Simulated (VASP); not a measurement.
Calculation: PBE GGA, VASP's PBE PAW potentials (set 64) (plane waves; VASP).

The input files of a VASP run:

File KPOINTS:
```
Automatic mesh
0
G
13 13 13
0 0 0
```

### POSCAR
```
BN
1
    0.0000000000     1.7968818561     1.7968818561
    1.7968818561     0.0000000000     1.7968818561
    1.7968818561     1.7968818561     0.0000000000
B N
1 1
Direct
  0.0000000000   0.0000000000   0.0000000000
  0.2500000000   0.2500000000   0.2500000000
```

INCAR:
```
SYSTEM = BN
PREC = Accurate; ENCUT = 620; LREAL = .FALSE.
LASPH = .TRUE.
EDIFF = 1E-6; NELM = 100; ALGO = Normal
ISMEAR = 0; SIGMA = 0.05
GGA = PE
IBRION = 2; NSW = 40; ISIF = 3
EDIFFG = -0.02; PSTRESS = 200
LWAVE = .FALSE.; LCHARG = .FALSE.
```

POTCAR, in this order: B N (PBE.64 set). Program: vasp_std.

Output of the run:

**OSZICAR**
```
       N       E                     dE             d eps       ncg     rms          rms(c)
DAV:   1     0.150902378289E+02    0.15090E+02   -0.57062E+03  1376   0.113E+03
DAV:   2    -0.181686705490E+02   -0.33259E+02   -0.32306E+02  1848   0.212E+02
DAV:   3    -0.184394287651E+02   -0.27076E+00   -0.27076E+00  1568   0.219E+01
DAV:   4    -0.184397186027E+02   -0.28984E-03   -0.28984E-03  1888   0.666E-01
DAV:   5    -0.184397186770E+02   -0.74284E-07   -0.74284E-07  1456   0.830E-03    0.678E+00
DAV:   6    -0.175393838451E+02    0.90033E+00   -0.34220E+00  1840   0.147E+01    0.333E+00
DAV:   7    -0.174603448731E+02    0.79039E-01   -0.10200E-01  1808   0.321E+00    0.192E+00
DAV:   8    -0.174451773336E+02    0.15168E-01   -0.42987E-02  1592   0.193E+00    0.201E-01
DAV:   9    -0.174454036872E+02   -0.22635E-03   -0.53844E-04  1416   0.265E-01    0.775E-02
DAV:  10    -0.174454777639E+02   -0.74077E-04   -0.13602E-04  1928   0.126E-01    0.159E-02
DAV:  11    -0.174454822585E+02   -0.44946E-05   -0.64627E-06  1536   0.266E-02    0.623E-03
DAV:  12    -0.174454823119E+02   -0.53447E-07   -0.10567E-06   704   0.958E-03
   1 F= -.15997017E+02 E0= -.15997017E+02  d E =-.159970E+02
       N       E                     dE             d eps       ncg     rms          rms(c)
DAV:   1    -0.174099144972E+02    0.35568E-01   -0.14492E+00  1448   0.128E+01    0.155E+00
DAV:   2    -0.173685067129E+02    0.41408E-01   -0.17701E-01  1688   0.356E+00    0.445E-01
DAV:   3    -0.173662562506E+02    0.22505E-02   -0.62052E-03  1600   0.784E-01    0.173E-01
DAV:   4    -0.173656589784E+02    0.59727E-03   -0.75428E-04  1584   0.270E-01    0.487E-02
DAV:   5    -0.173656507063E+02    0.82721E-05   -0.24332E-05  1680   0.449E-02    0.284E-02
DAV:   6    -0.173656516339E+02   -0.92764E-06   -0.12085E-06  1168   0.169E-02
   2 F= -.15991678E+02 E0= -.15991678E+02  d E =0.533894E-02
       N       E                     dE             d eps       ncg     rms          rms(c)
DAV:   1    -0.174345576409E+02   -0.68907E-01   -0.44473E-01  1432   0.695E+00    0.859E-01
DAV:   2    -0.174215776299E+02    0.12980E-01   -0.57515E-02  1640   0.200E+00    0.242E-01
DAV:   3    -0.174209251325E+02    0.65250E-03   -0.18116E-03  1560   0.430E-01    0.946E-02
DAV:   4    -0.174207316655E+02    0.19347E-03   -0.24778E-04  1536   0.152E-01    0.252E-02
DAV:   5    -0.174207279289E+02    0.37366E-05   -0.87328E-06  1624   0.262E-02    0.154E-02
DAV:   6    -0.174207271359E+02    0.79301E-06   -0.43166E-07   728   0.103E-02
   3 F= -.16005535E+02 E0= -.16005535E+02  d E =-.851716E-02
```

### OUTCAR
```
------------------------ aborting loop because EDIFF is reached ----------------------------------------
  FORCE on cell =-STRESS in cart. coord.  units (eV):
  Direction    XX          YY          ZZ          XY          YZ          ZX
  --------------------------------------------------------------------------------------
  Total        1.4107578      1.4107578      1.4107578      0.0000000      0.0000000      0.0000000
  in kB      199.3732607    199.3732607    199.3732607      0.0000000      0.0000000      0.0000000
  external PRESSURE =      -0.6267393 kB  Pullay stress =     200.0000000 kB
  volume of cell :       11.34
      direct lattice vectors                 reciprocal lattice vectors
    -0.000000000  1.783016563  1.783016563    -0.280423643  0.280423643  0.280423643
     1.783016563  0.000000000  1.783016563     0.280423643 -0.280423643  0.280423643
     1.783016563  1.783016563  0.000000000     0.280423643  0.280423643 -0.280423643
  FREE ENERGIE OF THE ION-ELECTRON SYSTEM (eV)
  ---------------------------------------------------
  free  energy   TOTEN  =       -17.4207271359 eV

  energy  without entropy=      -17.4207271359  energy(sigma->0) =      -17.42072714
  enthalpy is  TOTEN    =       -16.0055345616 eV   P V=        1.4151925742

 reached required accuracy - stopping structural energy minimisation
```
(Selected blocks of OUTCAR.)

**CONTCAR**
```
BN
   1.00000000000000
    -0.0000000000000000    1.7830165625515850    1.7830165625515850
     1.7830165625515850    0.0000000000000000    1.7830165625515850
     1.7830165625515850    1.7830165625515850    0.0000000000000000
  B               N
     1     1
Direct
     0.0000000000000000    0.0000000000000000    0.0000000000000000
     0.2500000000000000    0.2500000000000000    0.2500000000000000
```

Energy and stress use the plane-wave basis of the starting cell.

The compound is BN in the zinc blende structure. This run relaxes it under an external pressure of 20 GPa. Symmetry was kept, so distortions that lower it aren't found.
